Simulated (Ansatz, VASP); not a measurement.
Two plane-wave programs on Al5BP6

File INCAR:

```
PREC     = Accurate       # precision mode
ENCUT    = 520            # plane-wave cutoff, eV
EDIFF    = 1E-7           # SCF threshold, eV
ISMEAR   = 0              # smearing method
SIGMA    = 0.1            # smearing width, eV
LREAL    = F              # projectors in reciprocal space
LASPH    = T              # aspherical terms in the spheres
NELM     = 100            # most SCF steps
ALGO     = Normal         # electronic algorithm
ISIF     = 2              # what is computed and relaxed
LWAVE    = F              # write WAVECAR
LCHARG   = T              # write CHGCAR
GGA      = PE             # functional
LELF     = T              # ELF
LVHAR    = T            
NBANDS   = 36             # bands
```

File KPOINTS:

```
Automatic mesh
0
Gamma
  3 3 4
```

Contents of POSCAR:

```
Al5BP6
1.0
    6.3082256400      0.0000000000      0.0000000000
   -3.1541128200      5.4630836600      0.0000000000
    0.0000000000      0.0000000000      5.9779972300
Al B P
5 1 6
Direct
    0.6666666700      0.0000000000      0.0000690000
    0.3333333300      0.3333333300      0.0000690000
    0.0000000000      0.6666666700      0.0000690000
    0.6666666700      0.3333333300      0.5000690000
    0.3333333300      0.6666666700      0.5000690000
    0.0000000000      0.0000000000      0.5000690000
    0.6666666700      0.0000000000      0.3749310100
    0.3333333300      0.3333333300      0.3749310100
    0.0000000000      0.6666666700      0.3749310100
    0.0000000000      0.0000000000      0.8749310100
    0.6666666700      0.3333333300      0.8749310100
    0.3333333300      0.6666666700      0.8749310100
```

Input for Ansatz:

```yaml
crystal:
  lattice:
    - [6.30822564, 0.0, 0.0]
    - [-3.15411282, 5.46308366, 0.0]
    - [0.0, 0.0, 5.97799723]
  atoms:
    - { symbol: Al, position: [0.66666667, 0.0, 6.9e-05] }
    - { symbol: Al, position: [0.33333333, 0.33333333, 6.9e-05] }
    - { symbol: Al, position: [0.0, 0.66666667, 6.9e-05] }
    - { symbol: Al, position: [0.66666667, 0.33333333, 0.500069] }
    - { symbol: Al, position: [0.33333333, 0.66666667, 0.500069] }
    - { symbol: B, position: [0.0, 0.0, 0.500069] }
    - { symbol: P, position: [0.66666667, 0.0, 0.37493101] }
    - { symbol: P, position: [0.33333333, 0.33333333, 0.37493101] }
    - { symbol: P, position: [0.0, 0.66666667, 0.37493101] }
    - { symbol: P, position: [0.0, 0.0, 0.87493101] }
    - { symbol: P, position: [0.66666667, 0.33333333, 0.87493101] }
    - { symbol: P, position: [0.33333333, 0.66666667, 0.87493101] }
basis:
  ecutwfc: 420
kpoints:
  mp_grid: { grid: [3, 3, 4] }
hamiltonian:
  xc: pbe
scf:
  occupations: { method: gaussian, width: 0.1 }
  lower_state_search: "off"
output:
  forces: true
  stress: true
  eigenvalues: true
```

Alike in both runs: task single point; functional PBE; k mesh 3 × 3 × 4; occupations gaussian, width 0.1 eV; no spin polarisation.

|  | VASP | Ansatz |
| --- | --- | --- |
| version | VASP 6.6.1 | Ansatz 0.2.0 |
| potentials or method | VASP PAW PBE potentials, release 64 (Al, B, P) | scalar-relativistic, plane waves, PAW |
| plane-wave cutoff (eV) | 520 | 420 |
| valence electrons in the cell | 48 | 48 |

```tsv
	VASP	Ansatz	Ansatz less VASP
gap on the k mesh at the Fermi level (eV)	1.19	1.19	+0.003
least direct gap on the mesh (eV)	1.76	1.76	+0.004
pressure (GPa)	15.6	15.8	+0.15
largest component of the traceless stress (GPa)	0.35	0.35	-0.001
rms of the force components (eV/Å)	1.099	1.100	+0.0016
```

Atom by atom the forces differ by 0.002 eV/Å (rms over components).

Caveats: so large a pressure means that the cell lies far from this level's equilibrium, or that cutoff or potentials fall short (VASP); an odd mesh through Γ misses points on the zone boundary, where band edges often lie; forces of over 1 eV/Å show positions far from the minimum, so gaps and moduli don't describe the material at rest. Expect the measured gap to be larger: semilocal functionals such as PBE lack the derivative discontinuity.
